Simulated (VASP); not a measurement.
Crystal: SnSe.

```
CELL_PARAMETERS angstrom
11.42000 0.00000 0.00000
0.00000 4.19000 0.00000
0.00000 0.00000 4.46000
ATOMIC_POSITIONS crystal
Sn 0.12300 0.25000 0.09100
Sn 0.37700 0.75000 0.59100
Sn 0.62300 0.25000 0.40900
Sn 0.87700 0.75000 0.90900
Se 0.35700 0.25000 0.01600
Se 0.14300 0.75000 0.51600
Se 0.85700 0.25000 0.48400
Se 0.64300 0.75000 0.98400
```

```yaml
Program: VASP 6.6.1
Task: relaxation of cell and atoms
Functional: rev-vdW-DF2
Potentials_or_basis: VASP PAW PBE potentials, release 64 (Sn_d, Se)
Cutoff: 600 eV
k_mesh: 4 × 8 × 8
Occupations: gaussian, width 0.03 eV
Spin: no spin polarisation
```

At the start: pressure 1.5 GPa; volume 26.68 Å³/atom.

Task: Where does the relaxation end?

Result: Over 22 steps the energy falls by 7.9 meV/atom and the volume is 27.24 Å³/atom (+2.1 %); space group Pnma (No. 62, to 0.05 Å).

The path:
```tsv
step	energy change (eV)	largest force (eV/Å)	pressure (GPa)	volume (Å³)
1	0.0000	0.3420	1.49	213.41
2	-0.0481	0.1081	-0.79	221.15
3	-0.0566	0.0448	-0.20	218.89
4	-0.0584	0.0302	-0.02	218.05
5	-0.0585	0.0384	0.04	217.76
6	-0.0592	0.0356	0.04	217.73
7	-0.0605	0.0284	-0.01	217.65
8	-0.0606	0.0243	-0.02	217.62
9	-0.0610	0.0130	0.02	217.39
10	-0.0610	0.0170	0.04	217.29
11	-0.0613	0.0168	-0.01	217.39
12	-0.0613	0.0217	-0.04	217.48
13	-0.0615	0.0156	0.01	217.27
14	-0.0615	0.0139	0.04	217.17
15	-0.0616	0.0135	0.03	217.24
16	-0.0620	0.0112	0.03	217.43
17	-0.0625	0.0180	0.01	217.82
18	-0.0625	0.0219	0.01	217.95
19	-0.0628	0.0100	-0.08	218.20
20	-0.0628	0.0107	-0.06	218.22
21	-0.0629	0.0065	-0.04	218.04
22	-0.0630	0.0067	-0.03	217.93
```

Final structure:
```xyz
8
Lattice="11.6514 0.0000 0.0000 0.0000 4.2026 0.0000 0.0000 0.0000 4.4507" Properties=species:S:1:pos:R:3 pbc="T T T"
Sn    1.3933    1.0507    0.4511
Sn    4.4324    3.1520    2.6764
Sn    7.2190    1.0507    1.7742
Sn   10.2581    3.1520    3.9996
Se    4.1507    1.0507    0.1022
Se    1.6750    3.1520    2.3275
Se    9.9764    1.0507    2.1232
Se    7.5007    3.1520    4.3485
```

Caveat: the PAW data sets were made with another functional, which shifts forces and pressure a little.
